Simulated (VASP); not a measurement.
```
CELL_PARAMETERS angstrom
      1.81195    -3.13840     0.00000
      1.81195     3.13840     0.00000
      0.00000     0.00000     5.18742
ATOMIC_POSITIONS crystal
  Sn 0.00000 0.00000 0.00000
  Se 0.33333 0.66667 0.30650
  Se 0.66667 0.33333 0.69350
```

Level of theory: PBEsol GGA, VASP's PBE PAW potentials (set 64) (plane waves; VASP). Settings: 500 eV cut-off, 10×10×6 Γ-centred mesh, first-order Methfessel-Paxton smearing of 0.10 eV, potentials Sn_d Se.

Energy and stress use the plane-wave basis of the starting cell. Without a dispersion term in the relaxation, distances and binding between the weakly bound layers, chains or molecules are unreliable, and so is what depends on them.

Question: The ions, cell shape and volume at an external pressure of 30.0 GPa are relaxed. What does this cell relax into?

Answer: 
```
CELL_PARAMETERS angstrom
      1.76088    -3.04996     0.00000
      1.76088     3.04996     0.00000
      0.00000     0.00000     5.14668
ATOMIC_POSITIONS crystal
  Sn 0.00000 0.00000 0.00000
  Se 0.33333 0.66667 0.31290
  Se 0.66667 0.33333 0.68710
```
Space group P-3m1 (164), at a tolerance of 0.03 Å.

Question: How do energy and volume change from the first to the last step?

Answer: The energy (σ→0) changes by +190.2 meV/atom and the volume by -6.3 %, in 12 ionic steps.

| step | E(σ→0) (eV) | max force (eV/Å) | pressure (GPa) | volume (Å³) |
|---|---|---|---|---|
| 1 | -12.2032 | 0.016 | 19.99 | 59.00 |
| 2 | -9.8641 | 1.558 | 61.75 | 49.11 |
| 3 | -11.7285 | 0.391 | 29.52 | 55.90 |
| 4 | -11.7060 | 0.407 | 29.99 | 55.78 |
| 5 | -11.6751 | 0.260 | 29.95 | 55.54 |
| 6 | -11.6100 | 0.167 | 30.11 | 55.17 |
| 7 | -11.6368 | 0.001 | 30.05 | 55.31 |
| 8 | -11.6349 | 0.014 | 30.05 | 55.30 |
| 9 | -11.6445 | 0.015 | 29.82 | 55.35 |
| 10 | -11.6484 | 0.015 | 29.75 | 55.37 |
| 11 | -11.6445 | 0.010 | 29.84 | 55.35 |
| 12 | -11.6327 | 0.006 | 30.06 | 55.28 |

The compound is SnSe2 in the 1T layered structure. This run relaxes it under an external pressure of 30 GPa. Symmetry was kept, so distortions that lower it aren't found.
